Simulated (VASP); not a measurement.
Ti:

```
Ti
1.0
     2.95000    0.00000    0.00000
    -1.47500    2.55477    0.00000
     0.00000    0.00000    4.68000
Ti
2
Direct
  0.33333 0.66667 0.25000
  0.66667 0.33333 0.75000
```

Program: VASP 6.6.1. Alike in all runs: task single point; level PBE; potentials or basis VASP PAW PBE potentials, release 64 (Ti_sv); no spin polarisation; cell as given; smearing gaussian 0.1 eV. Hardware: 1 thread of AMD EPYC 9R45 96-Core Processor (Zen 5), with other jobs on the host.

Order these runs on this cell by their wall time, lowest first.
A. k mesh 12 × 12 × 6; cutoff (eV) 400; mesh quality not flagged
B. k mesh 21 × 21 × 12; cutoff (eV) 520; mesh quality not flagged
C. k mesh 12 × 12 × 6; cutoff (eV) 700; mesh quality not flagged
D. k mesh 6 × 6 × 2; cutoff (eV) 520; mesh quality coarse

D (6.2 s), A (14 s), C (42 s), B (95 s).

Caveats: some runs use coarse meshes.
